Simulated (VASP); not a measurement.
Computed with PBE GGA, VASP's PBE PAW potentials (set 64) (plane waves; VASP).

A VASP calculation is set up with these files.

File KPOINTS:
```
Automatic
0
gamma
  7 7 7
0 0 0
```

### INCAR
```
! general
SYSTEM  = Rb
PREC    = Accurate
ENCUT   = 300   ! plane-wave cut-off (eV)
LREAL   = .FALSE.
LASPH   = .TRUE.

! electronic loop
EDIFF   = 1E-6
NELM    = 100
ALGO    = Normal   ! blocked Davidson
LMAXMIX = 4   ! l cut-off of mixed one-centre charges

! smearing
ISMEAR  = 0   ! Gaussian
SIGMA   = 0.1   ! width (eV)

! functional
GGA     = PE   ! PBE

! ions
ISIF    = 2   ! forces and stress, cell fixed

! output
LWAVE   = .FALSE.
LCHARG  = .FALSE.
```

File POSCAR:
```
Rb
1.0
 -2.7826250000   2.7826250000   2.7826250000
  2.7826250000  -2.7826250000   2.7826250000
  2.7826250000   2.7826250000  -2.7826250000
Rb
1
Cart
  0.0000000000   0.0000000000   0.0000000000
```

POTCAR, in this order: Rb_sv (PBE.64 set). Program: vasp_std.

Output of the run:

OUTCAR:
```
 ion  position               nearest neighbor table
   1  0.000  0.000  0.000-
  LATTYP: Found a body centered cubic cell.
 ALAT       =     5.5652500000
 Subroutine PRICEL returns:
 Original cell was already a primitive cell.
 Subroutine GETGRP returns: Found 48 space group operations
The static configuration has the point symmetry O_h .
The dynamic configuration has the point symmetry O_h .
 Subroutine INISYM returns: Found 48 space group operations
 Subroutine IBZKPT returns following result:
 Found     20 irreducible k-points:

 Following reciprocal coordinates:
            Coordinates               Weight
  0.000000  0.000000  0.000000      1.000000
  0.142857  0.000000  0.000000     12.000000
  0.285714  0.000000  0.000000     12.000000
  0.428571  0.000000  0.000000     12.000000
  0.142857  0.142857  0.000000     24.000000
  0.285714  0.142857  0.000000     48.000000
  0.428571  0.142857  0.000000     24.000000
  0.285714  0.285714  0.000000     24.000000
  0.142857  0.142857  0.142857      8.000000
  0.285714  0.142857  0.142857     24.000000
 -0.142857  0.142857  0.142857      6.000000
  0.285714  0.285714  0.142857      8.000000
 -0.285714  0.285714  0.142857     24.000000
 -0.428571  0.428571  0.142857     24.000000
 -0.285714  0.428571  0.142857     24.000000
 -0.428571 -0.428571  0.142857     24.000000
 -0.285714  0.285714  0.285714      6.000000
 -0.428571  0.428571  0.285714     24.000000
 -0.428571 -0.428571  0.285714      8.000000
 -0.428571  0.428571  0.428571      6.000000
   k-points           NKPTS =     20   k-points in BZ     NKDIM =     20   number of bands    NBANDS=      8
   number of dos      NEDOS =    301   number of ions     NIONS =      1
   total plane-waves  NPLWV =  21952
   dimension x,y,z NGX =    28 NGY =   28 NGZ =   28
   dimension x,y,z NGXF=    56 NGYF=   56 NGZF=   56
   ions per type =               1
   PREC   = accura    normal or accurate (medium, high low for compatibility)
   ISTART =      0    job   : 0-new  1-cont  2-samecut
   ICHARG =      2    charge: 1-file 2-atom 10-const
   ISPIN  =      1    spin polarized calculation?
   LNONCOLLINEAR =      F non collinear calculations
   LSORBIT =      F    spin-orbit coupling
   INIWAV =      1    electr: 0-lowe 1-rand  2-diag
   ENCUT  =  300.0 eV  22.05 Ry    4.70 a.u.   6.81  6.81  6.81*2*pi/ulx,y,z
   NELM   =    100;   NELMIN=  2; NELMDL= -5     # of ELM steps
   EDIFF  = 0.1E-05   stopping-criterion for ELM
   LREAL  =      F    real-space projection
   NLSPLINE    = F    spline interpolate recip. space projectors
   LMAXMIX     =    4 max onsite mixed and CHGCAR
   VOSKOWN=      0    Vosko Wilk Nusair interpolation
   EDIFFG = 0.1E-04   stopping-criterion for IOM
   NSW    =      0    number of steps for IOM
   NBLOCK =      1;   KBLOCK =      1    inner block; outer block
   IBRION =     -1    ionic relax: 0-MD 1-quasi-New 2-CG
   NFREE  =      0    steps in history (QN), initial steepest desc. (CG)
   ISIF   =      2    stress and relaxation
   ISYM   =      2    0-nonsym 1-usesym 2-fastsym
   TEIN   =    0.0    initial temperature
   TEBEG  =    0.0;   TEEND  =   0.0 temperature during run
   SMASS  =  -3.00    Nose mass-parameter (am)
   PSTRESS=    0.0 pullay stress
   NELECT =       9.0000    total number of electrons
   EFERMI =   0.00;   METHOD = LEGACY
   ISMEAR =     0;   SIGMA  =   0.10  broadening in eV -4-tet -1-fermi 0-gaus
   IALGO  =     38    algorithm
   LDIAG  =      T    sub-space diagonalisation (order eigenvalues)
   IMIX   =      4    mixing-type and parameters
     AMIX     =   0.40;   BMIX     =  1.00
     AMIX_MAG =   1.60;   BMIX_MAG =  1.00
     AMIN     =   0.10
...
```

### OSZICAR
```
       N       E                     dE             d eps       ncg     rms          rms(c)
DAV:   1     0.328870062482E+02    0.32887E+02   -0.25835E+03   320   0.532E+02
DAV:   2     0.534550988991E+00   -0.32352E+02   -0.32015E+02   344   0.124E+02
DAV:   3    -0.913400308325E+00   -0.14480E+01   -0.14470E+01   496   0.283E+01
DAV:   4    -0.936494115144E+00   -0.23094E-01   -0.23090E-01   480   0.309E+00
DAV:   5    -0.936601110715E+00   -0.10700E-03   -0.10698E-03   528   0.175E-01    0.119E+00
DAV:   6    -0.936881939828E+00   -0.28083E-03   -0.18772E-03   488   0.289E-01    0.722E-01
DAV:   7    -0.937642508374E+00   -0.76057E-03   -0.35653E-03   456   0.394E-01    0.473E-02
DAV:   8    -0.937743704093E+00   -0.10120E-03   -0.14662E-04   480   0.116E-01    0.119E-02
DAV:   9    -0.937747974568E+00   -0.42705E-05   -0.63221E-06   528   0.176E-02    0.501E-03
DAV:  10    -0.937747776629E+00    0.19794E-06   -0.19236E-06   424   0.893E-03
   1 F= -.93774778E+00 E0= -.93523845E+00  d E =-.501866E-02
```

OUTCAR:
```
------------------------ aborting loop because EDIFF is reached ----------------------------------------
  FORCE on cell =-STRESS in cart. coord.  units (eV):
  Direction    XX          YY          ZZ          XY          YZ          ZX
  --------------------------------------------------------------------------------------
  Total        0.0657858      0.0657858      0.0657858     -0.0000000      0.0000000     -0.0000000
  in kB        1.2229785      1.2229785      1.2229785     -0.0000000      0.0000000     -0.0000000
  external PRESSURE =       1.2229785 kB  Pullay stress =       0.0000000 kB
  volume of cell :       86.18
      direct lattice vectors                 reciprocal lattice vectors
    -2.782625000  2.782625000  2.782625000     0.000000000  0.179686447  0.179686447
     2.782625000 -2.782625000  2.782625000     0.179686447  0.000000000  0.179686447
     2.782625000  2.782625000 -2.782625000     0.179686447  0.179686447  0.000000000
 POSITION                                       TOTAL-FORCE (eV/Angst)
 -----------------------------------------------------------------------------------
      0.00000      0.00000      0.00000         0.000000     -0.000000     -0.000000
 -----------------------------------------------------------------------------------
    total drift:                               -0.000000     -0.000000     -0.000000
  FREE ENERGIE OF THE ION-ELECTRON SYSTEM (eV)
  ---------------------------------------------------
  free  energy   TOTEN  =        -0.9377477766 eV

  energy  without entropy=       -0.9327291170  energy(sigma->0) =       -0.93523845
```
(Selected blocks of OUTCAR.)

At this cut-off the stress carries a Pulay error, which pulls relaxed volumes low.

The structure is a typed Rb crystal. The cell was not relaxed at this level.
